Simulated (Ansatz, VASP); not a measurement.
# Hf2TiCN2 in two plane-wave programs, part 3 of 3

Aim: how closely do two programs agree when they are given the same cell, functional and k mesh? The cell is generated by rule, not measured, and may not be a known phase. The cell is taken from a series of runs on this material, whose earlier steps may have relaxed, scaled, displaced or heated it; both programs get it as it stands.

VASP 6.6.1 and Ansatz 0.2.0.

So far: The structure; Ansatz: relaxation of cell and atoms, PBEsol, pair 1; VASP: relaxation of cell and atoms, PBEsol, pair 1; Comparison; VASP: relaxation of cell and atoms, PBEsol, pair 2; Ansatz: relaxation of cell and atoms, PBEsol, pair 2.

**8. VASP: relaxation of cell and atoms, PBEsol, pair 3**

Level of this step: PBEsol, no spin polarisation; plane waves and PAW (C, Hf_pv, N, Ti_sv); invented cell (VASP).

The relaxed volume is the usual yardstick between codes: in a stiff, nearly cubic crystal its relative difference is about their pressure difference at one cell divided by the bulk modulus.

INCAR reads:

```
SYSTEM = Hf2TiCN2
PREC = Accurate
ENCUT = 600
EDIFF = 1E-07
NELM = 120
ISMEAR = 1
SIGMA = 0.2
LREAL = .FALSE.
ALGO = Normal
GGA = PS
NBANDS = 29
LASPH = .TRUE.
LORBIT = 11
LWAVE = .FALSE.
LCHARG = .FALSE.
ISIF = 3
IBRION = 2
NSW = 80
EDIFFG = -0.005
GGA_COMPAT = .FALSE.
NELMIN = 4
KPAR = 2
```

POSCAR reads:

```
Hf2TiCN2
1.0
    2.2125030000      2.2125030000      0.0000000000
   -2.2125030000      2.2125030000      0.0000000000
    2.2125030000      0.0000000000      6.7718590000
C Hf N Ti
1 2 2 1
Direct
    0.5000000000      0.5000000000      0.0000000000
    0.3393553380      0.6606446620      0.3212893240
    0.6606445881      0.3393554119      0.6787108237
    0.8333227257      0.1666772743      0.3333545486
    0.1666772743      0.8333227257      0.6666454514
    0.0000000000      0.0000000000      0.0000000000
```

KPOINTS reads:

```
Automatic mesh
0
Gamma
12 12 12
0 0 0
```

PAW data sets: C, Hf_pv, N and Ti_sv (PBE family, release 64).

The run is started by

```sh
$ mpirun -np 2 vasp_std
```

Numbers of over 12 decimals in the logs are rounded to 6 here.

What it wrote:

```text
[... set-up lines as in an earlier step ...]
 entering main loop
       N       E                     dE             d eps       ncg     rms          rms(c)
DAV:   1     0.418934221608E+03    0.41893E+03   -0.26272E+04  9454   0.190E+03
DAV:   2    -0.249669877723E+02   -0.44390E+03   -0.42515E+03 10042   0.498E+02
DAV:   3    -0.754525067397E+02   -0.50486E+02   -0.48697E+02 14094   0.135E+02
DAV:   4    -0.773688712733E+02   -0.19164E+01   -0.18971E+01 13043   0.252E+01
[...]
DAV:  16    -0.660781469032E+02   -0.51586E-06   -0.49066E-06 13684   0.127E-02    0.146E-02
DAV:  17    -0.660781469994E+02   -0.96257E-07   -0.13133E-06 13257   0.828E-03    0.252E-03
DAV:  18    -0.660781470779E+02   -0.78457E-07   -0.68091E-08  6942   0.197E-03
   1 F= -.66078147E+02 E0= -.66078672E+02  d E =-.660781E+02
[... from here on, the cycles between the ionic steps are left out ...]
   2 F= -.66075853E+02 E0= -.66076377E+02  d E =0.229378E-02
   3 F= -.66079553E+02 E0= -.66080079E+02  d E =-.140623E-02
   4 F= -.66079768E+02 E0= -.66080278E+02  d E =-.214523E-03
   5 F= -.66079795E+02 E0= -.66080297E+02  d E =-.241469E-03
   6 F= -.66079836E+02 E0= -.66080337E+02  d E =-.413375E-04
   7 F= -.66079832E+02 E0= -.66080334E+02  d E =-.374265E-04
   8 F= -.66079833E+02 E0= -.66080334E+02  d E =-.378867E-04
[...]
reached required accuracy - stopping structural energy minimisation
```

OUTCAR, selected parts (step 8):

```text
  Total       -0.0050504     -0.0050504      0.0190326      0.0000000      0.0000000     -0.0000000
  in kB       -0.1226220     -0.1226220      0.4621028      0.0000000      0.0000000     -0.0000000
  external PRESSURE =       0.0722862 kB  Pullay stress =       0.0000000 kB

 POSITION                                       TOTAL-FORCE (eV/Angst)
 -----------------------------------------------------------------------------------
      0.00000      2.20863      0.00000         0.000000     -0.000000      0.000000
     -0.00000      2.20863      2.17645        -0.000000      0.000000     -0.003955
      2.20863      2.20863      4.58741         0.000000     -0.000000      0.003955
      2.20863      2.20863      2.25970         0.000000     -0.000000      0.003944
     -0.00000      2.20863      4.50415        -0.000000      0.000000     -0.003944
      0.00000      0.00000      0.00000         0.000000     -0.000000      0.000000
 -----------------------------------------------------------------------------------
    total drift:                                0.000000     -0.000000     -0.000185

  FREE ENERGIE OF THE ION-ELECTRON SYSTEM (eV)
  ---------------------------------------------------
  free  energy   TOTEN  =       -66.0798326646 eV

  energy  without entropy=      -66.0813375928  energy(sigma->0) =      -66.08033431

[... 2 parts as in an earlier step ...]

[... 2 further parts left out ...]
[key lines of the parts left out:]
E-fermi :   8.6009
```

**9. Ansatz: relaxation of cell and atoms, PBEsol, pair 3**

The same cell, functional, mesh and smearing now go to Ansatz, which takes its cutoff from its data sets.

The cell is taken from a series of runs on this material, whose earlier steps may have relaxed, scaled, displaced or heated it; both programs get it as it stands.

input.yaml reads:

```yaml
crystal:
  lattice:
    - [2.2125028343, 2.2125028343, 0.0]
    - [-2.2125028343, 2.2125028343, 0.0]
    - [2.2125028343, 0.0, 6.7718593721]
  atoms:
    - { symbol: C, position: [0.5, 0.5, 0.0] }
    - { symbol: Hf, position: [0.3393553612, 0.6606446388, 0.3212892776] }
    - { symbol: Hf, position: [0.6606446388, 0.3393553612, 0.6787107224] }
    - { symbol: "N", position: [0.8333227392, 0.1666772608, 0.3333545217] }
    - { symbol: "N", position: [0.1666772608, 0.8333227392, 0.6666454783] }
    - { symbol: Ti, position: [0.0, 0.0, 0.0] }
kpoints:
  mp_grid: { grid: [12, 12, 12] }
hamiltonian:
  xc: pbesol
scf:
  occupations: { method: methfessel_paxton, width: 0.2 }
output:
  forces: true
  stress: true
  eigenvalues: true
relax:
  adjacent_minimum: "off"
  f_tol: 0.001
  max_steps: 60
  cell: { stress_tol: 0.01 }
```

The run is started by

```sh
$ ansatz run input.yaml --threads 8 --pin off --max-ram 14336MiB --backend cpu --events-out ev --progress --plain --runs-dir out
```

What it wrote:

```text
[...]
Crystal: 6 atoms, lattice volume = 66.299 Å³
Basis set: ecut = 420 eV, 1291 PW (Γ), exchange–correlation on 48×48×96 points (8 copies of the dense FFT grid, shifted against one another)
Bands: 47, of which v1, the nominal top of the filled ones, is band 39 counted from 1 (38 counted from 0)
Symmetry: 16 space group operations
[...]
k-points: 163 of 1728
[...]
cell:  # Å, volume = 66.2903 Å³
    - [2.212362, 2.212362, 0]
    - [-2.212362, 2.212362, 0]
    - [2.212362, 0, 6.771857]
  atoms:
    - { symbol: C, position: [0.5, 0.5, 0] }
    - { symbol: Hf, position: [0.339367, 0.660633, 0.321266] }
    - { symbol: Hf, position: [0.660633, 0.339367, 0.678734] }
    - { symbol: N, position: [0.833317, 0.166683, 0.333367] }
    - { symbol: N, position: [0.166683, 0.833317, 0.666633] }
    - { symbol: Ti, position: [0, 0, 0] }
[key lines of the parts left out:]
SCF converged after 6 iterations
Free energy (F): -34683.216089 eV
Fermi energy:    20.951883 eV
P = ⅓ Tr σ = 0.0008 GPa (0.008 kbar)
```

**10. Comparison**

What differs besides the data sets and the points named for the pairs above, as far as they apply: the data sets hold 78 valence electrons in Ansatz (on its default PAW (the set named soft_2) files) and 46 in VASP. Total energies have different zeros and are not compared.

Compared:

| quantity | Ansatz | VASP | difference |
| --- | --- | --- | --- |
| volume (Å³) | 66.29 | 65.99 | +0.46 % |
| edge a after relaxation, in the typed setting (Å) | 3.129 | 3.123 | +0.17 % |
| edge c after relaxation, in the typed setting (Å) | 7.124 | 7.115 | +0.12 % |

**11. Results**

```yaml
difference_in_volume_relaxation_of_cell_and_atoms_pbesol_pair_1: 0.35 %
difference_in_volume_relaxation_of_cell_and_atoms_pbesol_pair_2: 0.46 %
difference_in_volume_relaxation_of_cell_and_atoms_pbesol_pair_3: 0.46 %
```

What this shows: The difference in volume is 0.46 % (relaxation of cell and atoms, PBEsol, pair 2), within the 1.2 % picked in this series as the mark of a large difference, as far as the stopping tolerances let one tell. The data sets hold unlike numbers of valence electrons (78 in Ansatz and 46 in VASP), so part of the differences comes from the potentials. How closely two codes agree says nothing of how well the functional describes the real material.

[Lines on the potential files, build, host, timing and source positions are cut from VASP's logs without a mark.]

[Logs are printed without paths, hosts, clocks, repeated set-up lines and the standing remarks that a program may print on its own settings, such as how far it seeks lower states.]

[Hosts, paths, dates, database ids (printed as entryN), source tags and the programs' standing remarks are cut or masked in the printed files.]
